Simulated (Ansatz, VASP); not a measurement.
# Al5H (Al(111), 5 layers, one monolayer of H on top sites): VASP beside Ansatz, part 2 of 2

One calculation is typed for both programs; each brings its own data sets. How far apart do they land? Of the first pair: The structure shown is the start of the Ansatz relaxation below; VASP solves that cell, so the two are compared at the walk's first step.

VASP 6.6.1 and Ansatz 0.2.0.

So far. Step 4 (Side by side): The forces differ by 3.4 meV/Å r.m.s., which is 0.8 % of the r.m.s. force of 0.436 eV/Å (both taken over all components). With vacuum in the cell, a pressure given here is an average over mostly empty space and none of the material.

### Step 5. Ansatz: relaxation, PBE

Level of this step: Ansatz beside VASP: Kohn-Sham DFT, plane waves, PBE (Ansatz).

This run makes the geometry at which the two programs are then compared.

The structure compared here is the end of the Ansatz relaxation.

Input file input.yaml:

```yaml
crystal:
  lattice:
    - [2.8637824638, 0.0, 0.0]
    - [1.4318912319, 2.4801083646, 0.0]
    - [0.0, 0.0, 28.3530743609]
  atoms:
    - { symbol: Al, position: [0.6666666667, 0.6666666667, 0.2927372141] }
    - { symbol: Al, position: [0.0, 0.0, 0.3752068807] }
    - { symbol: Al, position: [0.3333333333, 0.3333333333, 0.4576765474] }
    - { symbol: Al, position: [0.6666666667, 0.6666666667, 0.540146214] }
    - { symbol: Al, position: [0.0, 0.0, 0.6226158806] }
    - { symbol: H, position: [0.0, 0.0, 0.6762255873] }
kpoints:
  mp_grid: { grid: [12, 12, 1] }
hamiltonian:
  xc: pbe
scf:
  occupations: { method: fermi_dirac, width: 0.1 }
  convergence: { dr2_threshold: 1.0e-08 }
efield:
  axis: 3
  dipole_correction: true
  ramp_position: 0.97
  ramp_width: 0.04
relax:
  f_tol: 0.01
  constraints: [{ sites: [0, 1, 2] }]
output:
  write_potential: true
  write_density: true
  volumetric_format: npy
```

Run with:

```
$ ansatz run input.yaml --threads 2 --pin off --max-ram 4096MiB --backend cpu --events-out ev --progress --plain --runs-dir out
```

Numbers of over 12 decimals in the logs are rounded to 6 here.

Log:

```text
[...]
Crystal: 6 atoms, lattice volume = 201.377 Å³
Basis set: ecut = 420 eV, 3959 PW (Γ), exchange–correlation on 40×40×384 points (8 copies of the dense FFT grid, shifted against one another)
Bands: 14, of which v1, the nominal top of the filled ones, is band 8 counted from 1 (7 counted from 0)
Symmetry: 6 space group operations
[...]
F+E_penalty+E_count = -2702.33066071 eV   max|allowed force component| = 4.547e-3 eV/Å
  atoms:
    - { symbol: Al, position: [0.666667, 0.666667, 0.292737] }
    - { symbol: Al, position: [0.0, 0.0, 0.375207] }
    - { symbol: Al, position: [0.333333, 0.333333, 0.4576765474] }
    - { symbol: Al, position: [0.666667, 0.666667, 0.540293] }
    - { symbol: Al, position: [0, 0, 0.619934] }
    - { symbol: H, position: [0, 0, 0.676531] }
[key lines of the parts left out:]
SCF converged after 5 iterations
Free energy (F): -2702.330661 eV
Fermi energy:    0.369665 eV
Dipole field:    D = -0.063822 V/Å  (p = -0.071027 e·Å, saw-weighted, corrected)
Work function:   Φ+ = 5.8525 eV   Φ− = 4.0429 eV
```

### Step 6. VASP: single point, PBE, relaxed cell, pair 2

The same cell, functional, mesh and smearing now go to VASP, with its own data sets.

Input file INCAR:

```
SYSTEM = Al5H
PREC = Accurate
ENCUT = 400
EDIFF = 1E-06
NELM = 120
ISMEAR = -1
SIGMA = 0.1
LREAL = .FALSE.
ALGO = Normal
GGA = PE
NBANDS = 14
LORBIT = 11
LWAVE = .FALSE.
LCHARG = .FALSE.
ISIF = 2
LDIPOL = .TRUE.
IDIPOL = 3
DIPOL = 0.5 0.5 0.496
LVHAR = .TRUE.
LASPH = .TRUE.
GGA_COMPAT = .FALSE.
NELMDL = -8
KPAR = 2
```

Input file POSCAR:

```
Al5H
1.0
    2.8637824638      0.0000000000      0.0000000000
    1.4318912319      2.4801083646      0.0000000000
    0.0000000000      0.0000000000     28.3530743609
Al H
5 1
Direct
    0.6666666667      0.6666666667      0.2927372141
    0.0000000000      0.0000000000      0.3752068807
    0.3333333333      0.3333333333      0.4576765474
    0.6666666667      0.6666666667      0.5402925630
    0.0000000000      0.0000000000      0.6199343421
    0.0000000000      0.0000000000      0.6765312323
```

Input file KPOINTS:

```
Automatic mesh
0
Gamma
12 12 1
0 0 0
```

PAW data sets: Al and H (PBE family, release 64).

Run with:

```
$ mpirun -np 2 vasp_std
```

Log:

```text
[... set-up lines as in an earlier step ...]
 entering main loop
       N       E                     dE             d eps       ncg     rms          rms(c)
DAV:   1     0.373859720893E+02    0.37386E+02   -0.43992E+03   532   0.670E+02
DAV:   2    -0.191559891282E+02   -0.56542E+02   -0.50959E+02   720   0.121E+02
DAV:   3    -0.216828333126E+02   -0.25268E+01   -0.24703E+01   732   0.270E+01
DAV:   4    -0.217716713366E+02   -0.88838E-01   -0.88769E-01   786   0.609E+00
[...]
DAV:  27    -0.210586412830E+02   -0.13258E-05   -0.28227E-08   416   0.108E-03    0.744E-04
DAV:  28    -0.210586441865E+02   -0.29035E-05   -0.28396E-07   472   0.223E-03    0.398E-04
DAV:  29    -0.210586445219E+02   -0.33539E-06   -0.27582E-08   398   0.959E-04
   1 F= -.21058645E+02 E0= -.21030451E+02  d E =-.563863E-01
```

Parts of OUTCAR (step 6):

```text
  Total       -0.1974522     -0.1974522     -0.2177460      0.0000000     -0.0000000      0.0000000
  in kB       -1.5709480     -1.5709480     -1.7324073      0.0000000     -0.0000000      0.0000000
  external PRESSURE =      -1.6247677 kB  Pullay stress =       0.0000000 kB

 POSITION                                       TOTAL-FORCE (eV/Angst)
 -----------------------------------------------------------------------------------
      2.86378      1.65341      8.30000        -0.000000      0.000000     -0.014390
      0.00000      0.00000     10.63827        -0.000000      0.000000      0.090427
      1.43189      0.82670     12.97654         0.000000      0.000000     -0.075170
      2.86378      1.65341     15.31896        -0.000000     -0.000000      0.006267
      0.00000      0.00000     17.57704         0.000000      0.000000     -0.014423
      0.00000      0.00000     19.18174         0.000000      0.000000      0.007289
 -----------------------------------------------------------------------------------
    total drift:                                0.000000      0.000000     -0.000091

  FREE ENERGIE OF THE ION-ELECTRON SYSTEM (eV)
  ---------------------------------------------------
  free  energy   TOTEN  =       -21.0586445219 eV

  energy  without entropy=      -21.0022582628  energy(sigma->0) =      -21.03045139

[... 2 parts as in an earlier step ...]

[... 1 further part left out ...]
[key lines of the parts left out:]
E-fermi :   0.3738
```

### Step 7. Differences

Both answers:

```tsv
quantity	Ansatz	VASP	difference
work function, lower of the two faces (eV)	4.04	4.04	0.00
work function, higher of the two faces (eV)	5.85	5.85	0.00
```

Forces (eV/Å; atoms numbered as in POSCAR):

```tsv
atom	Ansatz x, y, z	VASP x, y, z
Al1	0.000, 0.000, -0.016	0.000, 0.000, -0.014
Al2	0.000, 0.000, 0.090	0.000, 0.000, 0.090
Al3	0.000, 0.000, -0.075	0.000, 0.000, -0.075
Al4	0.000, 0.000, 0.005	0.000, 0.000, 0.006
Al5	0.000, 0.000, -0.003	0.000, 0.000, -0.014
H6	0.000, 0.000, -0.001	0.000, 0.000, 0.007
```

The forces differ by 3.4 meV/Å r.m.s., which is 12.0 % of the r.m.s. force of 0.028 eV/Å (both taken over all components). With vacuum in the cell, a pressure given here is an average over mostly empty space and none of the material.

### Step 8. Results

```json
{
 "r.m.s. force difference (single point, PBE, start cell, pair 1)": "0.77 % of the r.m.s. force",
 "difference in work function, higher of the two faces (single point, PBE, relaxed cell, pair 2)": "0.0033 eV"
}
```

What this shows: The r.m.s. force difference is 0.77 % of the r.m.s. force (single point, PBE, start cell, pair 1), within the 3 % picked in this series as the mark of a large difference. How closely two codes agree says nothing of how well the functional describes the real material.

[Lines on the potential files, build, host, timing and source positions are cut from VASP's logs without a mark.]

[Logs are printed without paths, hosts, clocks, repeated set-up lines and the standing remarks that a program may print on its own settings, such as how far it seeks lower states.]

[Hosts, paths, dates, database ids (printed as entryN), source tags and the programs' standing remarks are cut or masked in the printed files.]
